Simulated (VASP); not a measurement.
# LiLu (Fm-3m) in VASP: single point with PBEsol

Aim: the single point of LiLu with PBEsol.

Program: VASP 6.6.1. These are calculated values, not measurements. Logs are shortened: lines on timing, memory, paths and dates and some standing lists are left out, and cuts for length are marked.

## 1. Starting point

The structure is cubic, space group Fm-3m (No. 225). The conventional cell has a = 5.837 Å, b = 5.837 Å, c = 5.837 Å, α = 90.00°, β = 90.00°, γ = 90.00°. Lu (site symmetry m-3m) has 6 Li at 2.92 Å as nearest neighbours. Li (site symmetry m-3m) has 6 Lu at 2.92 Å as nearest neighbours.

The cell was built by a generator and needn't be a form met in nature.

## 2. Single point, PBEsol

INCAR reads:

```
  PREC = Accurate
  ENCUT = 520
  EDIFF = 1E-7
  ISMEAR = -1
  SIGMA = 0.1
  LREAL = F
  LASPH = T
  NELM = 100
  ALGO = Normal
  ISIF = 2
  LWAVE = F
  LCHARG = F
  GGA = PS
  NBANDS = 21
```

KPOINTS reads:

```
Automatic mesh
0
Gamma
  10 10 10
```

POSCAR reads:

```
LiLu
1.0
    0.0000000000      2.9184640000      2.9184640000
    2.9184640000      0.0000000000      2.9184640000
    2.9184640000      2.9184640000      0.0000000000
Lu Li
1 1
Direct
    0.0000000000      0.0000000000      0.0000000000
    0.5000000000      0.5000000000      0.5000000000
```

Potentials or basis: VASP PAW PBE potentials, release 64 (Lu, Li_sv).

On the command line:

```
$ cat potpaw_PBE.64/Lu/POTCAR potpaw_PBE.64/Li_sv/POTCAR > POTCAR
$ mpirun -np 1 vasp_std > vasp.out
```

OUTCAR:

```text
PREC = Accurate
   ENCUT = 520
   EDIFF = 1E-7
   ISMEAR = -1
   LREAL = F
   LASPH = T
   NELM = 100
   ISIF = 2
   GGA = PS

 ion  position               nearest neighbor table
   1  0.000  0.000  0.000-   2 2.92   2 2.92   2 2.92   2 2.92   2 2.92   2 2.92
   2  0.500  0.500  0.500-   1 2.92   1 2.92   1 2.92   1 2.92   1 2.92   1 2.92

  LATTYP: Found a face centered cubic cell.
 ALAT       =     5.8369280000

  Lattice vectors:

 A1 = (   0.0000000000,   2.9184640000,   2.9184640000)
 A2 = (   2.9184640000,   0.0000000000,   2.9184640000)
 A3 = (   2.9184640000,   2.9184640000,   0.0000000000)

Analysis of symmetry for initial positions (statically):
=====================================================================
 Subroutine PRICEL returns:
 Original cell was already a primitive cell.

 Routine SETGRP: Setting up the symmetry group for a
 face centered cubic supercell.

 Subroutine GETGRP returns: Found 48 space group operations
 (whereof 48 operations were pure point group operations)
 out of a pool of 48 trial point group operations.

The static configuration has the point symmetry O_h .

Analysis of symmetry for dynamics (positions and initial velocities):
=====================================================================
 Subroutine PRICEL returns:
 Original cell was already a primitive cell.

 Routine SETGRP: Setting up the symmetry group for a
 face centered cubic supercell.

 Subroutine GETGRP returns: Found 48 space group operations
 (whereof 48 operations were pure point group operations)
 out of a pool of 48 trial point group operations.

The dynamic configuration has the point symmetry O_h .

 Subroutine INISYM returns: Found 48 space group operations
 (whereof 48 operations are pure point group operations),
 and found     1 'primitive' translations

----------------------------------------------------------------------------------------

                                     Primitive cell

  volume of cell :      49.7156

  direct lattice vectors                    reciprocal lattice vectors
     0.000000000  2.918464000  2.918464000    -0.171322997  0.171322997  0.171322997
     2.918464000  0.000000000  2.918464000     0.171322997 -0.171322997  0.171322997
     2.918464000  2.918464000  0.000000000     0.171322997  0.171322997 -0.171322997

  length of vectors
     4.127331370  4.127331370  4.127331370     0.296740136  0.296740136  0.296740136

  position of ions in fractional coordinates (direct lattice)
     0.000000000  0.000000000  0.000000000
     0.500000000  0.500000000  0.500000000

  ion indices of the primitive-cell ions
   primitive index   ion index
                 1           1
                 2           2

----------------------------------------------------------------------------------------

 KPOINTS: Automatic mesh

Automatic generation of k-mesh.
 Grid dimensions read from file:
 generate k-points for:   10   10   10

 Generating k-lattice:

  Cartesian coordinates                     Fractional coordinates (reciprocal lattice)
    -0.017132300  0.017132300  0.017132300     0.100000000  0.000000000  0.000000000
     0.017132300 -0.017132300  0.017132300     0.000000000  0.100000000  0.000000000
     0.017132300  0.017132300 -0.017132300     0.000000000  0.000000000  0.100000000

  Length of vectors
     0.029674014  0.029674014  0.029674014

  Shift w.r.t. Gamma in fractional coordinates (k-lattice)
     0.000000000  0.000000000  0.000000000

 Subroutine IBZKPT returns following result:
 ===========================================

 Found     47 irreducible k-points:

 Following reciprocal coordinates:
            Coordinates               Weight
  0.000000  0.000000  0.000000      1.000000
  0.100000  0.000000  0.000000      8.000000
  0.200000  0.000000  0.000000      8.000000
  0.300000  0.000000  0.000000      8.000000
  0.400000  0.000000  0.000000      8.000000
  0.500000  0.000000  0.000000      4.000000
[... 16 lines left out ...]
  0.300000  0.300000  0.000000      6.000000
  0.400000  0.300000  0.000000     24.000000
 [... further k-points ...]
   k-points           NKPTS =     47   k-points in BZ     NKDIM =     47   number of bands    NBANDS=     21
   number of dos      NEDOS =    301   number of ions     NIONS =      2
   total plane-waves  NPLWV =  32768
   dimension x,y,z NGX =    32 NGY =   32 NGZ =   32
   dimension x,y,z NGXF=    64 NGYF=   64 NGZF=   64
   ions per type =               1   1
   NGX,Y,Z   is equivalent  to a cutoff of  12.89, 12.89, 12.89 a.u.
   NGXF,Y,Z  is equivalent  to a cutoff of  25.78, 25.78, 25.78 a.u.
 SYSTEM =  unknown system
   PREC   = accura    normal or accurate (medium, high low for compatibility)
   ISTART =      0    job   : 0-new  1-cont  2-samecut
   ICHARG =      2    charge: 1-file 2-atom 10-const
   ISPIN  =      1    spin polarized calculation?
   LNONCOLLINEAR =      F non collinear calculations
   LSORBIT =      F    spin-orbit coupling
   LASPH  =      T    aspherical Exc in radial PAW
   ENCUT  =  520.0 eV  38.22 Ry    6.18 a.u.   7.67  7.67  7.67*2*pi/ulx,y,z
   NELM   =    100;   NELMIN=  2; NELMDL= -5     # of ELM steps
   EDIFF  = 0.1E-06   stopping-criterion for ELM
   LREAL  =      F    real-space projection
   EDIFFG = 0.1E-05   stopping-criterion for IOM
   NSW    =      0    number of steps for IOM
   IBRION =     -1    ionic relax: 0-MD 1-quasi-New 2-CG
   NFREE  =      0    steps in history (QN), initial steepest desc. (CG)
   ISIF   =      2    stress and relaxation
   ISYM   =      2    0-nonsym 1-usesym 2-fastsym
   POTIM  = 0.5000    time-step for ionic-motion
   TEBEG  =    0.0;   TEEND  =   0.0 temperature during run
   PSTRESS=    0.0 pullay stress
   NELECT =      28.0000    total number of electrons
   NUPDOWN=      -1.0000    fix difference up-down
   EMIN   =  10.00;   EMAX   =-10.00  energy-range for DOS
   EFERMI =   0.00;   METHOD = LEGACY
   ISMEAR =    -1;   SIGMA  =   0.10  broadening in eV -4-tet -1-fermi 0-gaus
   EFERMI_NEDOS =   21; number of points for ismear=-14 and -15
   IALGO  =     38    algorithm
   IMIX   =      4    mixing-type and parameters
     AMIX     =   0.40;   BMIX     =  1.00
     AMIX_MAG =   1.60;   BMIX_MAG =  1.00
  volume/ion in A,a.u.               =      24.86       167.75
  Fermi-wavevector in a.u.,A,eV,Ry     =   1.351958  2.554830 24.868595  1.827790
  Thomas-Fermi vector in A             =   2.479337
   LORBIT       =      0    0 simple, 1 ext, 2 COOP (PROOUT), +10 PAW based schemes
   GGA     = PS    functional components
   LHFCALC =     F    Hartree Fock is set to
   AEXX    =    0.0000 exact exchange contribution
   IVDW    =     0    specifies the selected vdW correction
   LEPSILON=     F    determine dielectric tensor
   LRPA    =     F    only Hartree local field effects (RPA)
 non-spin polarized calculation
  energy-cutoff  :      520.00
  volume of cell :       49.72
 maximum number of plane-waves:      1363
   NGX = 15   NGY = 15   NGZ = 15

 number of electron      28.0000008 magnetization

 Free energy of the ion-electron system (eV)
  ---------------------------------------------------
  ext. energy  EPLUGINS =         0.00000000
  ---------------------------------------------------
  free energy    TOTEN  =        -5.77391753 eV

  energy without entropy =       -5.69080835  energy(sigma->0) =       -5.73236294

 E-fermi :   1.4663     XC(G=0):  -9.3184

 val. band max:        1.4238745760   @ k =  -0.3000   0.1000   0.0000
 cond. band min:       1.4789387192   @ k =   0.4000   0.3000   0.0000
 fundamental gap:      0.0550641432
 Fermi energy:         1.4662956450

 k-point     1 :       0.0000    0.0000    0.0000
  band No.  band energies     occupation
      1     -55.4738      2.00000
      2     -43.9734      2.00000
      3     -26.0543      2.00000
      4     -26.0543      2.00000
      5     -26.0543      2.00000
      6      -4.0963      2.00000
[... 13 lines left out ...]
     20       7.5783      0.00000
     21       7.5783      0.00000

 k-point     2 :       0.1000    0.0000    0.0000
  band No.  band energies     occupation
      1     -55.4736      2.00000
      2     -43.9733      2.00000
      3     -26.0610      2.00000
      4     -26.0553      2.00000
      5     -26.0553      2.00000
      6      -4.0965      2.00000
[... 13 lines left out ...]
     20       8.0022      0.00000
     21       8.0022      0.00000

 k-point     3 :       0.2000    0.0000    0.0000
  band No.  band energies     occupation
      1     -55.4731      2.00000
      2     -43.9733      2.00000
      3     -26.0784      2.00000
      4     -26.0579      2.00000
      5     -26.0579      2.00000
      6      -4.0967      2.00000
[... 13 lines left out ...]
     20       8.9636      0.00000
     21       8.9636      0.00000

 k-point     4 :       0.3000    0.0000    0.0000
  band No.  band energies     occupation
      1     -55.4725      2.00000
      2     -43.9733      2.00000
      3     -26.0999      2.00000
      4     -26.0611      2.00000
      5     -26.0611      2.00000
      6      -4.0968      2.00000
[... 13 lines left out ...]
     20       9.8735      0.00000
     21       9.8822      0.00000

 k-point     5 :       0.4000    0.0000    0.0000
  band No.  band energies     occupation
      1     -55.4720      2.00000
      2     -43.9733      2.00000
      3     -26.1171      2.00000
      4     -26.0637      2.00000
      5     -26.0637      2.00000
      6      -4.0969      2.00000
[... 13 lines left out ...]
     20       9.6887      0.00000
     21       9.7864      0.00000

 k-point     6 :       0.5000    0.0000    0.0000
  band No.  band energies     occupation
      1     -55.4718      2.00000
      2     -43.9733      2.00000
      3     -26.1237      2.00000
      4     -26.0647      2.00000
      5     -26.0647      2.00000
      6      -4.0969      2.00000
[... 13 lines left out ...]
     20       9.4554      0.00000
     21       9.4554      0.00000

 k-point     7 :       0.1000    0.1000    0.0000
  band No.  band energies     occupation
      1     -55.4735      2.00000
      2     -43.9733      2.00000
      3     -26.0606      2.00000
      4     -26.0570      2.00000
      5     -26.0570      2.00000
      6      -4.0952      2.00000
[... 13 lines left out ...]
     20       7.7029      0.00000
     21       8.3446      0.00000
[... 291 lines left out ...]
      1     -55.4715      2.00000
      2     -43.9732      2.00000
      3     -26.1154      2.00000
      4     -26.0828      2.00000
      5     -26.0686      2.00000
      6      -4.0920      2.00000
[... 13 lines left out ...]
     20       8.0104      0.00000
     21       9.0790      0.00000

 k-point    21 :      -0.3000    0.2000    0.0000
  band No.  band energies     occupation
      1     -55.4718      2.00000
      2     -43.9732      2.00000
      3     -26.1075      2.00000
      4     -26.0820      2.00000
      5     -26.0648      2.00000
      6      -4.0921      2.00000
[... 13 lines left out ...]
     20       7.6581      0.00000
     21      10.3701      0.00000

 k-point    22 :      -0.2000    0.2000    0.0000
  band No.  band energies     occupation
      1     -55.4722      2.00000
      2     -43.9732      2.00000
      3     -26.0965      2.00000
      4     -26.0752      2.00000
      5     -26.0608      2.00000
      6      -4.0931      2.00000
[... 13 lines left out ...]
     20       7.7227      0.00000
     21      11.0799      0.00000

 k-point    23 :       0.3000    0.3000    0.0000
  band No.  band energies     occupation
      1     -55.4720      2.00000
      2     -43.9731      2.00000
      3     -26.0985      2.00000
      4     -26.0726      2.00000
      5     -26.0726      2.00000
      6      -4.0877      2.00000
[... 13 lines left out ...]
     20       7.2965      0.00000
     21       7.8614      0.00000

 k-point    24 :       0.4000    0.3000    0.0000
  band No.  band energies     occupation
      1     -55.4716      2.00000
      2     -43.9730      2.00000
      3     -26.1086      2.00000
      4     -26.0779      2.00000
      5     -26.0758      2.00000
      6      -4.0876      2.00000
[... 13 lines left out ...]
     20       6.9915      0.00000
     21       7.6309      0.00000

 [... further k-points ...]

------------------------ aborting loop because EDIFF is reached ----------------------------------------

  FORCE on cell =-STRESS in cart. coord.  units (eV):
  Direction    XX          YY          ZZ          XY          YZ          ZX
  --------------------------------------------------------------------------------------
  -------------------------------------------------------------------------------------
  Total       -0.0709131     -0.0709131     -0.0709131      0.0000000      0.0000000     -0.0000000
  in kB       -2.2853048     -2.2853048     -2.2853048      0.0000000      0.0000000     -0.0000000
  external PRESSURE =      -2.2853048 kB  Pullay stress =       0.0000000 kB

 VOLUME and BASIS-vectors are now :
 -----------------------------------------------------------------------------
  energy-cutoff  :      520.00
  volume of cell :       49.72
      direct lattice vectors                 reciprocal lattice vectors
     0.000000000  2.918464000  2.918464000    -0.171322997  0.171322997  0.171322997
     2.918464000  0.000000000  2.918464000     0.171322997 -0.171322997  0.171322997
     2.918464000  2.918464000  0.000000000     0.171322997  0.171322997 -0.171322997

 POSITION                                       TOTAL-FORCE (eV/Angst)
 -----------------------------------------------------------------------------------
      0.00000      0.00000      0.00000        -0.000000     -0.000000     -0.000000
      2.91846      2.91846      2.91846         0.000000      0.000000      0.000000
 -----------------------------------------------------------------------------------
    total drift:                                0.000000     -0.000000     -0.000000

  FREE ENERGIE OF THE ION-ELECTRON SYSTEM (eV)
  ---------------------------------------------------
  free  energy   TOTEN  =        -5.7739175338 eV

  energy  without entropy=       -5.6908083531  energy(sigma->0) =       -5.73236294
```

Run time: 29 s. Hardware: 1 thread of AMD EPYC 9R45 (Zen 5), shared host; peak memory 0.18 GiB.

Results:

* Free energy: -5.7739 eV
* Band gap on the k mesh: none (metal or under the smearing width)

Caveat: the cutoff is under 1.25 times the usual one of these potentials, so pressure, stress and relaxed cells hold a basis-set (Pulay) error; the PAW data sets were made with another functional, which shifts forces and pressure a little. Spin-orbit coupling is left out, which matters for the levels of Lu.
